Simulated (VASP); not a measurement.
Calculation: revPBE GGA, VASP's PBE PAW potentials (set 64) (plane waves; VASP).

VASP input:

File KPOINTS:
```
Automatic mesh
0
Gamma
5 5 5
0 0 0
```

INCAR:
```
# general
SYSTEM  = KZnF3
PREC    = Accurate
ENCUT   = 520   # plane-wave cut-off (eV)
LREAL   = F   # projection in real space or not
LASPH   = T   # aspherical one-centre terms

# electronic loop
EDIFF   = 1E-7
NELM    = 100   # most electronic steps
ALGO    = Normal   # blocked Davidson
LMAXMIX = 4   # l cut-off of mixed one-centre charges

# smearing
ISMEAR  = 0   # Gaussian
SIGMA   = 0.05   # width (eV)

# functional
GGA     = RE   # revPBE

# ions
ISIF    = 2   # forces and stress, cell fixed

# output
LWAVE   = F
LCHARG  = F
```

**POSCAR**
```
KZnF3
1.0
  4.2341321360   0.0000000000   0.0000000000
  0.0000000000   4.2341321360   0.0000000000
  0.0000000000   0.0000000000   4.2341321360
K Zn F
1 1 3
Cart
  0.0000000000   0.0000000000   0.0000000000
  2.1170660680   2.1170660680   2.1170660680
  2.1170660680   0.0000000000   2.1170660680
  0.0000000000   2.1170660680   2.1170660680
  2.1170660680   2.1170660680   0.0000000000
```

POTCAR, in this order: K_sv Zn F (PBE.64 set). Program: vasp_std.

The run wrote:

### OUTCAR
```
 ion  position               nearest neighbor table
   1  0.000  0.000  0.000-
   2  0.500  0.500  0.500-   3 2.12   4 2.12   5 2.12   5 2.12   3 2.12   4 2.12
   3  0.500  0.000  0.500-   2 2.12   2 2.12
   4  0.000  0.500  0.500-   2 2.12   2 2.12
   5  0.500  0.500  0.000-   2 2.12   2 2.12
  LATTYP: Found a simple cubic cell.
 ALAT       =     4.2341321360
 Subroutine PRICEL returns:
 Original cell was already a primitive cell.
 Subroutine GETGRP returns: Found 48 space group operations
The static configuration has the point symmetry O_h .
The dynamic configuration has the point symmetry O_h .
 Subroutine INISYM returns: Found 48 space group operations
 Subroutine IBZKPT returns following result:
 Found     10 irreducible k-points:

 Following reciprocal coordinates:
            Coordinates               Weight
  0.000000  0.000000  0.000000      1.000000
  0.200000  0.000000  0.000000      6.000000
  0.400000  0.000000  0.000000      6.000000
  0.200000  0.200000  0.000000     12.000000
  0.400000  0.200000  0.000000     24.000000
  0.400000  0.400000  0.000000     12.000000
  0.200000  0.200000  0.200000      8.000000
  0.400000  0.200000  0.200000     24.000000
  0.400000  0.400000  0.200000     24.000000
  0.400000  0.400000  0.400000      8.000000
   k-points           NKPTS =     10   k-points in BZ     NKDIM =     10   number of bands    NBANDS=     25
   number of dos      NEDOS =    301   number of ions     NIONS =      5
   total plane-waves  NPLWV =  32768
   dimension x,y,z NGX =    32 NGY =   32 NGZ =   32
   dimension x,y,z NGXF=    64 NGYF=   64 NGZF=   64
   ions per type =               1   1   3
   PREC   = accura    normal or accurate (medium, high low for compatibility)
   ISTART =      0    job   : 0-new  1-cont  2-samecut
   ICHARG =      2    charge: 1-file 2-atom 10-const
   ISPIN  =      1    spin polarized calculation?
   LNONCOLLINEAR =      F non collinear calculations
...
```

### OSZICAR
```
       N       E                     dE             d eps       ncg     rms          rms(c)
DAV:   1     0.438104893880E+03    0.43810E+03   -0.22583E+04   500   0.195E+03
DAV:   2     0.136928622016E+02   -0.42441E+03   -0.41167E+03   636   0.474E+02
DAV:   3    -0.208553668594E+02   -0.34548E+02   -0.34421E+02   566   0.150E+02
DAV:   4    -0.215891335893E+02   -0.73377E+00   -0.73305E+00   832   0.211E+01
DAV:   5    -0.215979468260E+02   -0.88132E-02   -0.88108E-02   648   0.193E+00    0.107E+01
DAV:   6    -0.190193096302E+02    0.25786E+01   -0.96294E+00   714   0.418E+01    0.587E+00
DAV:   7    -0.191019018081E+02   -0.82592E-01   -0.16750E+00   515   0.877E+00    0.393E+00
DAV:   8    -0.191324125780E+02   -0.30511E-01   -0.63653E-01   580   0.145E+01    0.169E+00
DAV:   9    -0.190902850701E+02    0.42128E-01   -0.11839E-01   806   0.962E+00    0.568E-01
DAV:  10    -0.190898615034E+02    0.42357E-03   -0.81048E-02   764   0.605E+00    0.320E-01
DAV:  11    -0.190894715954E+02    0.38991E-03   -0.14461E-02   722   0.165E+00    0.748E-02
DAV:  12    -0.190896006625E+02   -0.12907E-03   -0.59318E-04   597   0.210E-01    0.786E-02
DAV:  13    -0.190896016506E+02   -0.98802E-06   -0.60259E-04   561   0.798E-01    0.462E-02
DAV:  14    -0.190895812421E+02    0.20408E-04   -0.21009E-04   678   0.152E-01    0.695E-03
DAV:  15    -0.190895814495E+02   -0.20739E-06   -0.79416E-06   673   0.400E-02    0.249E-03
DAV:  16    -0.190895814694E+02   -0.19891E-07   -0.83164E-07   586   0.754E-03
   1 F= -.19089581E+02 E0= -.19089581E+02  d E =-.197034E-19
```

### OUTCAR
```
------------------------ aborting loop because EDIFF is reached ----------------------------------------
  FORCE on cell =-STRESS in cart. coord.  units (eV):
  Direction    XX          YY          ZZ          XY          YZ          ZX
  --------------------------------------------------------------------------------------
  Total       -0.7657621     -0.7657621     -0.7657621      0.0000000      0.0000000      0.0000000
  in kB      -16.1625993    -16.1625993    -16.1625993      0.0000000      0.0000000      0.0000000
  external PRESSURE =     -16.1625993 kB  Pullay stress =       0.0000000 kB
  volume of cell :       75.91
      direct lattice vectors                 reciprocal lattice vectors
     4.234132136  0.000000000  0.000000000     0.236175908  0.000000000  0.000000000
     0.000000000  4.234132136  0.000000000     0.000000000  0.236175908  0.000000000
     0.000000000  0.000000000  4.234132136     0.000000000  0.000000000  0.236175908
 POSITION                                       TOTAL-FORCE (eV/Angst)
 -----------------------------------------------------------------------------------
      0.00000      0.00000      0.00000         0.000000      0.000000      0.000000
      2.11707      2.11707      2.11707         0.000000      0.000000      0.000000
      2.11707      0.00000      2.11707         0.000000      0.000000      0.000000
      0.00000      2.11707      2.11707         0.000000      0.000000      0.000000
      2.11707      2.11707      0.00000         0.000000      0.000000      0.000000
 -----------------------------------------------------------------------------------
    total drift:                                0.000000     -0.000000     -0.000000
  FREE ENERGIE OF THE ION-ELECTRON SYSTEM (eV)
  ---------------------------------------------------
  free  energy   TOTEN  =       -19.0895814694 eV

  energy  without entropy=      -19.0895814694  energy(sigma->0) =      -19.08958147
```
(Selected blocks of OUTCAR.)

**OUTCAR**
```
 val. band max:       -2.0062759751   @ k =   0.4000   0.4000   0.0000

 cond. band min:       1.7667346198   @ k =   0.0000   0.0000   0.0000


 Fermi energy:        -1.6906516050

 k-point     1 :       0.0000    0.0000    0.0000
  band No.  band energies     occupation
      1     -28.7039      2.00000
      2     -22.5121      2.00000
      3     -22.0580      2.00000
      4     -22.0580      2.00000
      5     -12.1357      2.00000
      6     -12.1357      2.00000
      7     -12.1357      2.00000
      8      -5.0741      2.00000
      9      -5.0741      2.00000
     10      -5.0741      2.00000
     11      -4.9529      2.00000
     12      -4.9529      2.00000
     13      -4.9529      2.00000
     14      -4.8450      2.00000
     15      -4.8450      2.00000
     16      -3.1132      2.00000
     17      -3.1132      2.00000
     18      -3.1132      2.00000
     19      -2.9893      2.00000
     20      -2.9893      2.00000
     21      -2.9893      2.00000
     22       1.7667      0.00000
     23       7.4902      0.00000
     24       7.5281      0.00000
     25       7.5281      0.00000

 k-point     2 :       0.2000    0.0000    0.0000
  band No.  band energies     occupation
      1     -28.7007      2.00000
      2     -22.4760      2.00000
      3     -22.0885      2.00000
      4     -22.0571      2.00000
      5     -12.1407      2.00000
      6     -12.1280      2.00000
      7     -12.1280      2.00000
      8      -5.7935      2.00000
      9      -5.1783      2.00000
     10      -5.1783      2.00000
     11      -5.0733      2.00000
     12      -4.8735      2.00000
     13      -4.8735      2.00000
     14      -4.8448      2.00000
     15      -4.1372      2.00000
     16      -3.1658      2.00000
     17      -3.1497      2.00000
     18      -3.1046      2.00000
     19      -3.1046      2.00000
     20      -2.9951      2.00000
     21      -2.9951      2.00000
     22       2.4526      0.00000
     23       7.4035      0.00000
...
```

The compound is KZnF3 in the cubic perovskite structure. This cell is one point of a volume scan, at 1.03 of the reference volume.
